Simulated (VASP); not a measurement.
A convergence study with VASP on NbRh₃ (space group Pm-3m): one setting is varied, all else stays as given below, so the limit is that of these other settings. Each run relaxes cell and ions from the cell shown. The basis is that of the starting cell, so low cut-offs carry a Pulay error.

```xyz
4
Lattice="3.7994 0.0000 0.0000 0.0000 3.7994 0.0000 0.0000 0.0000 3.7994" Properties=species:S:1:pos:R:3 pbc="T T T"
Nb     0.0000     0.0000     0.0000
Rh     0.0000     1.8997     1.8997
Rh     1.8997     0.0000     1.8997
Rh     1.8997     1.8997     0.0000
```

Calculation: PBEsol GGA, VASP's PBE PAW potentials (set 64) (plane waves; VASP). The tightest run used: 700 eV cut-off, 7×7×7 Γ-centred mesh, first-order Methfessel-Paxton smearing of 0.10 eV, potentials Nb_sv Rh_pv.

### Question
The settings run are ENCUT = 200; ENCUT = 250; ENCUT = 300; ENCUT = 350; ENCUT = 400; ENCUT = 450; ENCUT = 500; ENCUT = 600; ENCUT = 650; ENCUT = 700. From which on does the relaxed volume stay within 0.1 Å³/atom of the tightest run?

### Answer
From ENCUT = 300 on: it is off by 0.028 there and by no more than 0.1 in any finer run, while ENCUT = 250 is off by 0.460.
```json
[
 {"setting": "ENCUT = 200", "relaxed volume (Å³/atom)": "12.060", "E (eV/atom)": "-9.5259", "plane waves": "365", "difference judged (Å³/atom)": "2.149"},
 {"setting": "ENCUT = 250", "relaxed volume (Å³/atom)": "13.749", "E (eV/atom)": "-9.3623", "plane waves": "505", "difference judged (Å³/atom)": "0.460"},
 {"setting": "ENCUT = 300", "relaxed volume (Å³/atom)": "14.181", "E (eV/atom)": "-9.3894", "plane waves": "663", "difference judged (Å³/atom)": "0.028"},
 {"setting": "ENCUT = 350", "relaxed volume (Å³/atom)": "14.129", "E (eV/atom)": "-9.3803", "plane waves": "829", "difference judged (Å³/atom)": "0.080"},
 {"setting": "ENCUT = 400", "relaxed volume (Å³/atom)": "14.149", "E (eV/atom)": "-9.3831", "plane waves": "1021", "difference judged (Å³/atom)": "0.060"},
 {"setting": "ENCUT = 450", "relaxed volume (Å³/atom)": "14.193", "E (eV/atom)": "-9.3867", "plane waves": "1213", "difference judged (Å³/atom)": "0.015"},
 {"setting": "ENCUT = 500", "relaxed volume (Å³/atom)": "14.208", "E (eV/atom)": "-9.3880", "plane waves": "1406", "difference judged (Å³/atom)": "0.001"},
 {"setting": "ENCUT = 600", "relaxed volume (Å³/atom)": "14.202", "E (eV/atom)": "-9.3881", "plane waves": "1841", "difference judged (Å³/atom)": "0.007"},
 {"setting": "ENCUT = 650", "relaxed volume (Å³/atom)": "14.205", "E (eV/atom)": "-9.3885", "plane waves": "2103", "difference judged (Å³/atom)": "0.004"},
 {"setting": "ENCUT = 700", "relaxed volume (Å³/atom)": "14.209", "E (eV/atom)": "-9.3888", "plane waves": "2325", "difference judged (Å³/atom)": "0.000"}
]
```

Left out are rungs that failed or repeat a setting and relaxations that didn't move; long series are thinned to 24 rows.

The structure comes from a computed database's NbRh3 entry (Pm-3m); how it stands against other phases isn't given here.
